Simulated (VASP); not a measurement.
Level of theory: PBEsol GGA, VASP's PBE PAW potentials (set 64) (plane waves; VASP).

The input files of a VASP run:

### POSCAR
```
SrVO3
1
    5.5303851067     0.0000000000     0.0000000000
   -2.7651925533     4.7894541597    -0.0000000000
    0.0000000000    -0.0000000000     4.5758440474
Sr V O
2 2 6
Direct
  0.3333330000   0.6666670000   0.7500000000
  0.6666670000   0.3333330000   0.2500000000
  0.0000000000   0.0000000000   0.0000000000
  0.0000000000   0.0000000000   0.5000000000
  0.1611930345   0.3223860688   0.2500000000
  0.6776139311   0.8388069655   0.2500000000
  0.1611930345   0.8388069655   0.2500000000
  0.8388069655   0.6776139312   0.7500000000
  0.3223860689   0.1611930345   0.7500000000
  0.8388069655   0.1611930345   0.7500000000
```

File KPOINTS:
```
k-points along high-symmetry lines
10
Line-mode
Reciprocal
  0.000000   0.000000   0.000000 ! GAMMA
  0.500000   0.000000   0.000000 ! M

  0.500000   0.000000   0.000000 ! M
  0.333333   0.333333   0.000000 ! K

  0.333333   0.333333   0.000000 ! K
  0.000000   0.000000   0.000000 ! GAMMA

  0.000000   0.000000   0.000000 ! GAMMA
  0.000000   0.000000   0.500000 ! A

  0.000000   0.000000   0.500000 ! A
  0.500000   0.000000   0.500000 ! L

  0.500000   0.000000   0.500000 ! L
  0.333333   0.333333   0.500000 ! H

  0.333333   0.333333   0.500000 ! H
  0.000000   0.000000   0.500000 ! A

  0.500000   0.000000   0.500000 ! L
  0.500000   0.000000   0.000000 ! M

  0.333333   0.333333   0.500000 ! H
  0.333333   0.333333   0.000000 ! K
```

**INCAR**
```
EDIFF = 1E-7
GGA = PS
LWAVE = .False.
LASPH = .True.
ICHARG = 11
LCHARG = .False.
SYSTEM = SrVO3
LORBIT = 11
ENCUT = 520
ALGO = Normal   ! blocked Davidson
LREAL = .False.   ! projection in real space or not
LMAXMIX = 4
SIGMA = 0.05   ! width (eV)
NELM = 100
PREC = Accurate
ISMEAR = 0
```

POTCAR, in this order: Sr_sv V_sv O (PBE.64 set). Program: vasp_std. Read from the step before: CHGCAR.

What VASP printed:

File OUTCAR:
```
 ion  position               nearest neighbor table
   1  0.333  0.667  0.750-   8 2.77   9 2.77  10 2.77  10 2.77   8 2.77   9 2.77   7 2.82   7 2.82
                             6 2.82   6 2.82   5 2.82   5 2.82   3 3.39   4 3.39   3 3.39   4 3.39
   2  0.667  0.333  0.250-   5 2.77   6 2.77   7 2.77   7 2.77   5 2.77   6 2.77  10 2.82  10 2.82
                             9 2.82   9 2.82   8 2.82   8 2.82   3 3.39   4 3.39   3 3.39   4 3.39
   3  0.000  0.000  0.000-   6 1.92   9 1.92   7 1.92  10 1.92   5 1.92   8 1.92   4 2.29   4 2.29
                             1 3.39   2 3.39   2 3.39   1 3.39   2 3.39   1 3.39
   4  0.000  0.000  0.500-   6 1.92   9 1.92   7 1.92  10 1.92   5 1.92   8 1.92   3 2.29   3 2.29
                             1 3.39   2 3.39   2 3.39   1 3.39   2 3.39   1 3.39
   5  0.161  0.322  0.250-   3 1.92   4 1.92   2 2.77   2 2.77   1 2.82   1 2.82
   6  0.678  0.839  0.250-   3 1.92   4 1.92   2 2.77   2 2.77   1 2.82   1 2.82
   7  0.161  0.839  0.250-   3 1.92   4 1.92   2 2.77   2 2.77   1 2.82   1 2.82
   8  0.839  0.678  0.750-   3 1.92   4 1.92   1 2.77   1 2.77   2 2.82   2 2.82
   9  0.322  0.161  0.750-   3 1.92   4 1.92   1 2.77   1 2.77   2 2.82   2 2.82
  10  0.839  0.161  0.750-   3 1.92   4 1.92   1 2.77   1 2.77   2 2.82   2 2.82
  LATTYP: Found a hexagonal cell.
 ALAT       =     5.5303851067
 C/A-ratio  =     0.8274006166
 Subroutine PRICEL returns:
 Original cell was already a primitive cell.
 Subroutine GETGRP returns: Found 24 space group operations
The static configuration has the point symmetry D_3d.
 The point group associated with its full space group is D_6h.
The dynamic configuration has the point symmetry D_3d.
 Subroutine INISYM returns: Found 24 space group operations
   k-points           NKPTS =     90   k-points in BZ     NKDIM =     90   number of bands    NBANDS=     49
   number of dos      NEDOS =    301   number of ions     NIONS =     10
   total plane-waves  NPLWV =  63504
   dimension x,y,z NGX =    42 NGY =   42 NGZ =   36
   dimension x,y,z NGXF=    84 NGYF=   84 NGZF=   72
   ions per type =               2   2   6
   PREC   = accura    normal or accurate (medium, high low for compatibility)
   ISTART =      0    job   : 0-new  1-cont  2-samecut
   ICHARG =     11    charge: 1-file 2-atom 10-const
   ISPIN  =      1    spin polarized calculation?
   LNONCOLLINEAR =      F non collinear calculations
   LSORBIT =      F    spin-orbit coupling
   INIWAV =      1    electr: 0-lowe 1-rand  2-diag
   ENCUT  =  520.0 eV  38.22 Ry    6.18 a.u.  10.28 10.28  8.51*2*pi/ulx,y,z
   NELM   =    100;   NELMIN=  2; NELMDL= -5     # of ELM steps
   EDIFF  = 0.1E-06   stopping-criterion for ELM
   LREAL  =      F    real-space projection
   NLSPLINE    = F    spline interpolate recip. space projectors
   LMAXMIX     =    4 max onsite mixed and CHGCAR
   VOSKOWN=      0    Vosko Wilk Nusair interpolation
   EDIFFG = 0.1E-05   stopping-criterion for IOM
   NSW    =      0    number of steps for IOM
   NBLOCK =      1;   KBLOCK =      1    inner block; outer block
   IBRION =     -1    ionic relax: 0-MD 1-quasi-New 2-CG
   NFREE  =      0    steps in history (QN), initial steepest desc. (CG)
   ISIF   =      2    stress and relaxation
   ISYM   =      2    0-nonsym 1-usesym 2-fastsym
   TEIN   =    0.0    initial temperature
   TEBEG  =    0.0;   TEEND  =   0.0 temperature during run
   SMASS  =  -3.00    Nose mass-parameter (am)
   PSTRESS=    0.0 pullay stress
   NELECT =      82.0000    total number of electrons
   EFERMI =   0.00;   METHOD = LEGACY
   ISMEAR =     0;   SIGMA  =   0.05  broadening in eV -4-tet -1-fermi 0-gaus
   IALGO  =     38    algorithm
   LDIAG  =      T    sub-space diagonalisation (order eigenvalues)
   IMIX   =      4    mixing-type and parameters
     AMIX     =   0.40;   BMIX     =  1.00
     AMIX_MAG =   1.60;   BMIX_MAG =  1.00
     AMIN     =   0.10
   GGA     = PS    functional components
   VOSKOWN =     0    Vosko Wilk Nusair interpolation
   LHFCALC =     F    Hartree Fock is set to
   LHFONE  =     F    Hartree Fock one center treatment
   AEXX    =    0.0000 exact exchange contribution
   IVDW    =     0    specifies the selected vdW correction
   LEPSILON=     F    determine dielectric tensor
   LRPA    =     F    only Hartree local field effects (RPA)
  energy-cutoff  :      520.00
  volume of cell :      121.20
...
```

File OSZICAR:
```
       N       E                     dE             d eps       ncg     rms          rms(c)
DAV:   1     0.857849750995E+03    0.85785E+03   -0.45970E+04  9004   0.176E+03
DAV:   2     0.284567153444E+01   -0.85500E+03   -0.81948E+03  9696   0.490E+02
DAV:   3    -0.778466003928E+02   -0.80692E+02   -0.77318E+02 12891   0.139E+02
DAV:   4    -0.803382318386E+02   -0.24916E+01   -0.24701E+01 11191   0.224E+01
DAV:   5    -0.804299994540E+02   -0.91768E-01   -0.91583E-01 13398   0.354E+00
DAV:   6    -0.804318534537E+02   -0.18540E-02   -0.18538E-02 11947   0.457E-01
DAV:   7    -0.804319030601E+02   -0.49606E-04   -0.49607E-04 12654   0.701E-02
DAV:   8    -0.804319045044E+02   -0.14442E-05   -0.14435E-05 12697   0.106E-02
DAV:   9    -0.804319045397E+02   -0.35396E-07   -0.35921E-07  8368   0.161E-03
   1 F= -.80431905E+02 E0= -.80420831E+02  d E =-.221469E-01
```

**OUTCAR**
```
 val. band max:        5.8099229602   @ k =   0.5000   0.0000   0.4444

 cond. band min:       5.8176155090   @ k =   0.2778   0.0000   0.5000



 k-point     1 :       0.0000    0.0000    0.0000
  band No.  band energies     occupation
      1     -60.2571      2.00000
      2     -59.9310      2.00000
      3     -34.8855      2.00000
      4     -34.3400      2.00000
      5     -34.3400      2.00000
      6     -34.0346      2.00000
      7     -34.0346      2.00000
      8     -33.0437      2.00000
      9     -29.2283      2.00000
     10     -29.1738      2.00000
     11     -14.0770      2.00000
     12     -13.0775      2.00000
     13     -13.0774      2.00000
     14     -12.7677      2.00000
     15     -12.7677      2.00000
     16     -12.5768      2.00000
     17     -11.3811      2.00000
     18     -11.3811      2.00000
     19     -11.3414      2.00000
     20     -11.0979      2.00000
     21     -11.0760      2.00000
     22     -11.0760      2.00000
     23      -1.5632      2.00000
     24      -0.8470      2.00000
     25      -0.8470      2.00000
     26      -0.7186      2.00000
     27       0.3464      2.00000
     28       0.3464      2.00000
     29       0.4326      2.00000
     30       1.0515      2.00000
     31       1.0515      2.00000
     32       1.2372      2.00000
     33       1.2372      2.00000
     34       1.4124      2.00000
     35       1.4125      2.00000
     36       2.3747      2.00000
     37       3.0866      2.00000
     38       3.0867      2.00000
     39       3.1512      2.00000
     40       3.3570      2.00000
     41       3.4845      2.00000
     42       5.8376      0.53642
     43       5.8376      0.53624
     44       5.9020      0.01478
     45       5.9020      0.01477
     46       8.1699      0.00000
     47       8.1699      0.00000
     48       8.6985      0.00000
     49       9.6519      0.00000

 k-point     2 :       0.0556    0.0000    0.0000
  band No.  band energies     occupation
...
```

The density is held fixed in this step, so its total energy and stress have no physical meaning.

The structure was generated: SrVO3 was put into the 2H-BaNiO3 type (P6_3/mmc), which need not be its known phase. It was relaxed first, which changed the volume by -9 %. The run is not spin-polarised, so no magnetic state was tried.
